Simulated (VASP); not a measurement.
Here is the system:

```
Ge
1.0
    0.00000     2.80256     2.80256
    2.80256     0.00000     2.80256
    2.80256     2.80256     0.00000
Ge
2
Cartesian
  0.00000   0.00000   0.00000
  1.40128   1.40128   1.40128
```

Computed with rev-vdW-DF2, VASP's PBE PAW potentials (set 64) (plane waves; VASP). Run with 520 eV cut-off, 11×11×11 Γ-centred mesh, first-order Methfessel-Paxton smearing of 0.10 eV, potentials Ge_d.

What does the run give for the energy per atom (σ→0), pressure, band gap (on the k-mesh) with the smallest direct gap where there is one?

```yaml
band gap (on the k-mesh): 0.17 eV
smallest direct gap (on the k-mesh): 0.17 eV
energy per atom (σ→0): -1.537 eV/atom
pressure: 4.46 GPa
```

The compound is Ge in the diamond structure. This cell is one point of a volume scan, at 0.94 of the reference volume.
